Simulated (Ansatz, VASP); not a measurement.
# Cross-check of CuN3 between VASP and Ansatz, part 2 of 2

Aim: how closely do two programs agree when they are given the same cell, functional and k mesh? The cell is generated by rule, not measured, and may not be a known phase. Of the first pair: The two relaxations start from unlike cells of this crystal (the structure described is Ansatz's start), so only their ends are compared.

VASP 6.6.1 and Ansatz 0.2.0.

So far: The starting structure; VASP: relaxation of cell and atoms, LDA, pair 1; Ansatz: relaxation of cell and atoms, LDA, pair 1; Comparison.

**5. Ansatz: relaxation of cell and atoms, LDA, pair 2**

Level of this step: Ansatz beside VASP: Kohn-Sham DFT, plane waves, LDA (Ansatz).

The relaxed volume is the usual yardstick between codes: in a stiff, nearly cubic crystal its relative difference is about their pressure difference at one cell divided by the bulk modulus. Its start cell is another than that of the pair before, and may be another structure of the material.

The cell is taken from a series of runs on this material, whose earlier steps may have relaxed, scaled, displaced or heated it; both programs get it as it stands.

Contents of input.yaml:

```yaml
crystal:
  lattice:
    - [-1.9490392517, 1.9490392517, 1.9490392517]
    - [1.9490392517, -1.9490392517, 1.9490392517]
    - [1.9490392517, 1.9490392517, -1.9490392517]
  atoms:
    - { symbol: "N", position: [0.0, 0.5, 0.5] }
    - { symbol: "N", position: [0.5, 0.0, 0.5] }
    - { symbol: "N", position: [0.5, 0.5, 0.0] }
    - { symbol: Cu, position: [0.0, 0.0, 0.0] }
kpoints:
  mp_grid: { grid: [16, 16, 16] }
hamiltonian:
  xc: lda
scf:
  occupations: { method: methfessel_paxton, width: 0.2 }
output:
  forces: true
  stress: true
  eigenvalues: true
relax:
  adjacent_minimum: "off"
  f_tol: 0.001
  max_steps: 60
  cell: { stress_tol: 0.01 }
```

The run is started by

```sh
> ansatz run input.yaml --threads 8 --pin off --max-ram 14336MiB --backend cpu --events-out ev --progress --plain --runs-dir out
```

Numbers of over 12 decimals in the logs are rounded to 6 here.

The log of the run:

```text
[...]
Crystal: 4 atoms, lattice volume = 29.616 Å³
Basis set: ecut = 420 eV, 603 PW (Γ)
Bands: 21, of which v1, the nominal top of the filled ones, is band 17 counted from 1 (16 counted from 0)
Symmetry: 48 space group operations
[...]
k-points: 145 of 4096
[...]
--- Relaxed structure (2 steps of the walk, 2 accepted, 1 SCFs on fresh bases) ---
[...]
cell:  # Å, volume = 29.6147 Å³
    - [-1.949017, 1.949017, 1.949017]
    - [1.949017, -1.949017, 1.949017]
    - [1.949017, 1.949017, -1.949017]
  atoms:
    - { symbol: N, position: [0, 0.500000, 0.500000] }
    - { symbol: N, position: [0.500000, 0, 0.500000] }
    - { symbol: N, position: [0.500000, 0.500000, 0] }
    - { symbol: Cu, position: [0, 0, 0] }
[key lines of the parts left out:]
SCF converged after 5 iterations
Free energy (F): -7669.350439 eV
Fermi energy:    13.532854 eV
P = ⅓ Tr σ = -0.0096 GPa (-0.096 kbar)
```

**6. VASP: relaxation of cell and atoms, LDA, pair 2**

The same cell, functional (in two slightly different forms), mesh and smearing now go to VASP, with its own data sets.

Contents of INCAR:

```
SYSTEM = CuN3
PREC = Accurate
ENCUT = 600
EDIFF = 1E-07
NELM = 120
ISMEAR = 1
SIGMA = 0.2
LREAL = .FALSE.
ALGO = Normal
GGA = PW92
NBANDS = 19
LASPH = .TRUE.
LORBIT = 11
LWAVE = .FALSE.
LCHARG = .FALSE.
ISIF = 3
IBRION = 2
NSW = 80
EDIFFG = -0.005
GGA_COMPAT = .FALSE.
NELMIN = 4
KPAR = 2
```

Contents of POSCAR:

```
CuN3
1.0
   -1.9490390000      1.9490390000      1.9490390000
    1.9490390000     -1.9490390000      1.9490390000
    1.9490390000      1.9490390000     -1.9490390000
N Cu
3 1
Direct
    0.0000000000      0.5000000000      0.5000000000
    0.5000000000      0.0000000000      0.5000000000
    0.5000000000      0.5000000000      0.0000000000
    0.0000000000      0.0000000000      0.0000000000
```

Contents of KPOINTS:

```
Automatic mesh
0
Gamma
16 16 16
0 0 0
```

The projector-augmented-wave data sets are N and Cu (LDA family, release 64).

The run is started by

```sh
> mpirun -np 2 vasp_std
```

The log of the run:

```text
[banner, memory and clock lines left out]
running    2 mpi-ranks, on    1 nodes
[...]
[... a notice as in an earlier step ...]

 LDA part: xc-table for (Slater(with rela. corr.)+PW92), standard interpolation
 POSCAR, INCAR and KPOINTS ok, starting setup
[...]
entering main loop
       N       E                     dE             d eps       ncg     rms          rms(c)
DAV:   1     0.196613022537E+03    0.19661E+03   -0.14921E+04  5947   0.223E+03
DAV:   2    -0.111010344299E+02   -0.20771E+03   -0.19758E+03  6229   0.413E+02
DAV:   3    -0.301725014632E+02   -0.19071E+02   -0.17824E+02  6798   0.121E+02
DAV:   4    -0.308853372254E+02   -0.71284E+00   -0.70438E+00  7349   0.228E+01
[...]
DAV:  17    -0.241220363459E+02    0.54718E-05   -0.18204E-05  8508   0.113E-01    0.412E-03
DAV:  18    -0.241220362382E+02    0.10774E-06   -0.18580E-06  6226   0.127E-02    0.152E-03
DAV:  19    -0.241220362981E+02   -0.59946E-07   -0.58754E-07  7487   0.184E-02
   1 F= -.24122036E+02 E0= -.24122830E+02  d E =-.241220E+02
[...]
DAV:   7    -0.241219757162E+02   -0.55548E-07   -0.11444E-06  6775   0.129E-02    0.915E-04
DAV:   8    -0.241219757067E+02    0.95579E-08   -0.13182E-08  3574   0.204E-03
   2 F= -.24121976E+02 E0= -.24122748E+02  d E =0.605915E-04
 trial-energy change:    0.000061  1 .order    0.000015   -0.000289    0.000319
 step:   0.3704(harm=  0.4753)  dis= 0.00000  next Energy=   -24.122088 (dE=-0.512E-04)
[...]
N       E                     dE             d eps       ncg     rms          rms(c)
DAV:   1    -0.241232269528E+02   -0.12512E-02   -0.19759E-02  6295   0.343E+00    0.293E-01
DAV:   2    -0.241240288434E+02   -0.80189E-03   -0.20305E-02  6145   0.496E+00    0.326E-01
DAV:   3    -0.241221587931E+02    0.18701E-02   -0.81652E-03  6104   0.322E+00    0.703E-02
DAV:   4    -0.241220813278E+02    0.77465E-04   -0.43595E-04  7982   0.293E-01    0.188E-02
DAV:   5    -0.241220766277E+02    0.47000E-05   -0.14207E-05  8161   0.365E-02    0.123E-02
DAV:   6    -0.241220742095E+02    0.24182E-05   -0.33392E-06  9019   0.575E-02    0.698E-04
DAV:   7    -0.241220742549E+02   -0.45399E-07   -0.49385E-07  5818   0.633E-03
   3 F= -.24122074E+02 E0= -.24122859E+02  d E =-.379568E-04
[...]
reached required accuracy - stopping structural energy minimisation
```

Parts of OUTCAR (step 6):

```text
  Total        0.0013411      0.0013411      0.0013411     -0.0000000      0.0000000      0.0000000
  in kB        0.0724634      0.0724634      0.0724634     -0.0000000      0.0000000      0.0000000
  external PRESSURE =       0.0724634 kB  Pullay stress =       0.0000000 kB

 POSITION                                       TOTAL-FORCE (eV/Angst)
 -----------------------------------------------------------------------------------
      1.94982      0.00000      0.00000        -0.000000      0.000000      0.000000
      0.00000      1.94982      0.00000         0.000000      0.000000     -0.000000
      0.00000      0.00000      1.94982         0.000000      0.000000     -0.000000
      0.00000      0.00000      0.00000        -0.000000     -0.000000     -0.000000
 -----------------------------------------------------------------------------------
    total drift:                                0.000000      0.000000     -0.000000

  FREE ENERGIE OF THE ION-ELECTRON SYSTEM (eV)
  ---------------------------------------------------
  free  energy   TOTEN  =       -24.1220742549 eV

  energy  without entropy=      -24.1244286561  energy(sigma->0) =      -24.12285906

[... 1 part as in an earlier step ...]

[... 3 further parts left out ...]
[key lines of the parts left out:]
E-fermi :   7.7614
```

**7. Comparison**

What differs besides the data sets and the points named for the pairs above, as far as they apply: the data sets hold 34 valence electrons in Ansatz (on its default PAW (the set named soft_2) files) and 26 in VASP. Total energies have different zeros and are not compared.

The two programs side by side:

```tsv
quantity	Ansatz	VASP	difference
volume (Å³)	29.61	29.65	-0.12 %
edge a after relaxation, in the typed setting (Å)	3.376	3.377	-0.04 %
```

**8. VASP: relaxation of cell and atoms, LDA, pair 3**

The relaxed volume is the usual yardstick between codes: in a stiff, nearly cubic crystal its relative difference is about their pressure difference at one cell divided by the bulk modulus.

INCAR, as its differences from that of step 6:

```diff
@@ -5,4 +5,4 @@
 NELM = 120
-ISMEAR = 1
-SIGMA = 0.2
+ISMEAR = 0
+SIGMA = 0.1
 LREAL = .FALSE.
```

Contents of POSCAR:

```
CuN3
1.0
   -1.9472560000      1.9472560000      1.9472560000
    1.9472560000     -1.9472560000      1.9472560000
    1.9472560000      1.9472560000     -1.9472560000
N Cu
3 1
Direct
    0.0000000000      0.5000000000      0.5000000000
    0.5000000000      0.0000000000      0.5000000000
    0.5000000000      0.5000000000      0.0000000000
    0.0000000000      0.0000000000      0.0000000000
```

KPOINTS is that of step 6.

The run is started by

```sh
> mpirun -np 2 vasp_std
```

The log of the run:

```text
[... set-up lines as in an earlier step ...]
 entering main loop
       N       E                     dE             d eps       ncg     rms          rms(c)
DAV:   1     0.196081110855E+03    0.19608E+03   -0.14926E+04  6057   0.224E+03
DAV:   2    -0.119480589030E+02   -0.20803E+03   -0.19773E+03  6309   0.417E+02
DAV:   3    -0.302385138466E+02   -0.18290E+02   -0.17127E+02  6721   0.120E+02
DAV:   4    -0.308919997563E+02   -0.65349E+00   -0.64573E+00  7337   0.222E+01
[...]
DAV:  17    -0.241259349100E+02    0.64802E-06   -0.56267E-06  8545   0.393E-02    0.385E-03
DAV:  18    -0.241259347018E+02    0.20822E-06   -0.13789E-06  8537   0.209E-02    0.187E-03
DAV:  19    -0.241259346637E+02    0.38072E-07   -0.20673E-07  3778   0.161E-02
   1 F= -.24125935E+02 E0= -.24122665E+02  d E =-.241259E+02
[...]
N       E                     dE             d eps       ncg     rms          rms(c)
DAV:   1    -0.241415317249E+02   -0.15597E-01   -0.26940E-01  6290   0.127E+01    0.106E+00
[...]
DAV:   8    -0.241260962817E+02    0.57150E-07   -0.11598E-07  3852   0.614E-03
   2 F= -.24126096E+02 E0= -.24122786E+02  d E =-.161618E-03
 trial-energy change:   -0.000162  1 .order   -0.000171   -0.001558    0.001216
 step:   0.5566(harm=  0.5617)  dis= 0.00000  next Energy=   -24.126367 (dE=-0.432E-03)
[...]
N       E                     dE             d eps       ncg     rms          rms(c)
DAV:   1    -0.241294406873E+02   -0.33443E-02   -0.52707E-02  6295   0.560E+00    0.478E-01
DAV:   2    -0.241314596704E+02   -0.20190E-02   -0.54114E-02  6133   0.807E+00    0.523E-01
DAV:   3    -0.241265870170E+02    0.48727E-02   -0.21214E-02  6081   0.522E+00    0.113E-01
DAV:   4    -0.241263894631E+02    0.19755E-03   -0.11679E-03  7934   0.457E-01    0.317E-02
DAV:   5    -0.241263760134E+02    0.13450E-04   -0.39104E-05  8266   0.652E-02    0.200E-02
DAV:   6    -0.241263696773E+02    0.63361E-05   -0.86346E-06  9117   0.909E-02    0.102E-03
DAV:   7    -0.241263698070E+02   -0.12976E-06   -0.13675E-06  6023   0.100E-02    0.943E-04
DAV:   8    -0.241263698095E+02   -0.25098E-08   -0.91201E-09  3493   0.961E-04
   3 F= -.24126370E+02 E0= -.24123078E+02  d E =-.435146E-03
[...]
reached required accuracy - stopping structural energy minimisation
```

From OUTCAR (step 8):

```text
  Total       -0.0006301     -0.0006301     -0.0006301     -0.0000000     -0.0000000     -0.0000000
  in kB       -0.0340404     -0.0340404     -0.0340404     -0.0000000     -0.0000000     -0.0000000
  external PRESSURE =      -0.0340404 kB  Pullay stress =       0.0000000 kB

 POSITION                                       TOTAL-FORCE (eV/Angst)
 -----------------------------------------------------------------------------------
      1.94997      0.00000      0.00000         0.000000     -0.000000     -0.000000
      0.00000      1.94997      0.00000         0.000000     -0.000000      0.000000
      0.00000      0.00000      1.94997        -0.000000      0.000000     -0.000000
      0.00000      0.00000     -0.00000        -0.000000      0.000000     -0.000000
 -----------------------------------------------------------------------------------
    total drift:                                0.000000      0.000000     -0.000000

  FREE ENERGIE OF THE ION-ELECTRON SYSTEM (eV)
  ---------------------------------------------------
  free  energy   TOTEN  =       -24.1263698095 eV

  energy  without entropy=      -24.1197868326  energy(sigma->0) =      -24.12307832

[... 2 parts as in an earlier step ...]

[... 2 further parts left out ...]
[key lines of the parts left out:]
E-fermi :   7.7558
```

**9. Ansatz: relaxation of cell and atoms, LDA, pair 3**

The same cell, functional (in two slightly different forms), mesh and smearing now go to Ansatz, which takes its cutoff from its data sets.

The cell is taken from a series of runs on this material, whose earlier steps may have relaxed, scaled, displaced or heated it; both programs get it as it stands.

Contents of input.yaml:

```yaml
crystal:
  lattice:
    - [-1.9472561891, 1.9472561891, 1.9472561891]
    - [1.9472561891, -1.9472561891, 1.9472561891]
    - [1.9472561891, 1.9472561891, -1.9472561891]
  atoms:
    - { symbol: "N", position: [0.0, 0.5, 0.5] }
    - { symbol: "N", position: [0.5, 0.0, 0.5] }
    - { symbol: "N", position: [0.5, 0.5, 0.0] }
    - { symbol: Cu, position: [0.0, 0.0, 0.0] }
kpoints:
  mp_grid: { grid: [16, 16, 16] }
hamiltonian:
  xc: lda
scf:
  occupations: { method: gaussian, width: 0.1 }
output:
  forces: true
  stress: true
  eigenvalues: true
relax:
  adjacent_minimum: "off"
  f_tol: 0.005
  max_steps: 80
  cell: { stress_tol: 0.05 }
```

The run is started by

```sh
> ansatz run input.yaml --threads 8 --pin off --max-ram 14336MiB --backend cpu --events-out ev --progress --plain --runs-dir out
```

The log of the run:

```text
[...]
Crystal: 4 atoms, lattice volume = 29.534 Å³
Basis set: ecut = 420 eV, 603 PW (Γ)
Bands: 21, of which v1, the nominal top of the filled ones, is band 17 counted from 1 (16 counted from 0)
Symmetry: 48 space group operations
[...]
k-points: 145 of 4096
[...]
--- Relaxed structure (3 steps of the walk, 3 accepted, 1 SCFs on fresh bases) ---
[...]
cell:  # Å, volume = 29.6157 Å³
    - [-1.949039, 1.949039, 1.949039]
    - [1.949039, -1.949039, 1.949039]
    - [1.949039, 1.949039, -1.949039]
  atoms:
    - { symbol: N, position: [0, 0.5, 0.5] }
    - { symbol: N, position: [0.5, 0, 0.5] }
    - { symbol: N, position: [0.5, 0.5, 0] }
    - { symbol: Cu, position: [0, 0, 0] }
[key lines of the parts left out:]
SCF converged after 6 iterations
Free energy (F): -7669.354848 eV
Fermi energy:    13.530361 eV
P = ⅓ Tr σ = 0.0270 GPa (0.270 kbar)
```

**10. Differences**

What differs besides the data sets and the points named for the pairs above, as far as they apply: the data sets hold 34 valence electrons in Ansatz (on its default PAW (the set named soft_2) files) and 26 in VASP. Total energies have different zeros and are not compared.

Both answers:

```tsv
quantity	Ansatz	VASP	difference
volume (Å³)	29.62	29.66	-0.14 %
edge a after relaxation, in the typed setting (Å)	3.376	3.377	-0.05 %
```

**11. What came out**

```json
{
  "difference in volume (relaxation of cell and atoms, LDA, pair 1)": "-0.11 %",
  "difference in volume (relaxation of cell and atoms, LDA, pair 2)": "-0.12 %",
  "difference in volume (relaxation of cell and atoms, LDA, pair 3)": "-0.14 %"
}
```

The difference in volume is -0.14 % (relaxation of cell and atoms, LDA, pair 3), within the 1.2 % picked in this series as the mark of a large difference, as far as the stopping tolerances let one tell. The data sets hold unlike numbers of valence electrons (34 in Ansatz and 26 in VASP), so part of the differences comes from the potentials. Such differences can come from data sets, numerical settings and the points named under the comparisons, not from the functional's error against experiment.

[Lines on the potential files, build, host, timing and source positions are cut from VASP's logs without a mark.]

[Logs are printed without paths, hosts, clocks, repeated set-up lines and the standing remarks that a program may print on its own settings, such as how far it seeks lower states.]

[Hosts, paths, dates, database ids (printed as entryN), source tags and the programs' standing remarks are cut or masked in the printed files.]
